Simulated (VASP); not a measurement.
## MgS: energy against volume

MgS (rock salt, Fm-3m, 17.813 Å³/atom and stress up to 0.02 GPa in the relaxed cell, cube axes along x, y and z) under an equal strain ε along all three axes. PBE in VASP (plane waves, PAW), 480 eV, 10×10×10 Γ-centred mesh, Gaussian smearing 0.05 eV; ions are relaxed, or left where forces stay under 0.02 eV/Å, within the symmetry of each cell.

Here V stands for volume and E for E less E0.

```
volume (Å³/atom)  E less E0 (meV/atom)  pressure (GPa)
----------------  --------------------  --------------
16.2574                              ?               ?
16.7654                          16.03            5.10
17.0234                           8.90            3.69
17.2839                           3.91            2.37
17.5471                           0.97            1.14
17.8130                           0.00           -0.02
18.0815                           0.89           -1.11
18.3527                           3.56           -2.12
18.6267                           7.94           -3.07
18.9033                          13.94           -3.95
```

Question: Fit E against V with the third-order Birch-Murnaghan form, a cubic in V^(-2/3), and predict the withheld value at V = 16.2574.

Answer: With u = V^(-2/3) - 0.147, the rows have u = 0.005660, 0.004113, 0.002591, 0.001091, -0.000386, -0.001841, -0.003275, -0.004688, -0.006079. Least squares gives E = 0.070 + 355.8·u + 434657·u² + 132861·u³. Residuals (row less fit): -0.002, 0.004, -0.002, -0.006, 0.003, 0.003, -0.002, -0.001, 0.000; standard error 0.004 (degrees of freedom: 5). Its minimum lies at u = -0.000409, so V0 = (0.146591)^(-3/2) = 17.82. There d²E/du² = 869000 and d³E/du³ = 797200, so B0 = (4/9) × 17.82^(-7/3) × 869000 × 0.160218 = 74.6 GPa (the last factor turns the table's units into GPa), and B0' = 4 + (2/3) × 0.146591 × (797200)/869000 = 4.1. B0' rests on the cubic coefficient alone and has a standard error of 0.1 from these residuals. At the withheld row, u = 0.008823, so E = 0.070 + 355.8 × 0.008823 + 434657 × 0.008823² + 132861 × 0.008823³ = 37.136 meV/atom. The calculation gives 37.14 meV/atom, which the fit meets to the printed digits. The row lies outside the fitted rows, so this is an extrapolation. The scatter of the fitted rows lies at the last printed digit.

Other structures, which can take over under pressure, weren't tried. The same form fitted to the pressure column gives B0' = 4.1; series where the two differ by over 0.4 aren't shown. Rows are the converged runs of the series near zero and its far end, less any whose ions stayed unrelaxed beside relaxed ones; series whose fitted rows scatter by over a few per cent of the range, as at a crossing or softening among them, aren't shown in this form.
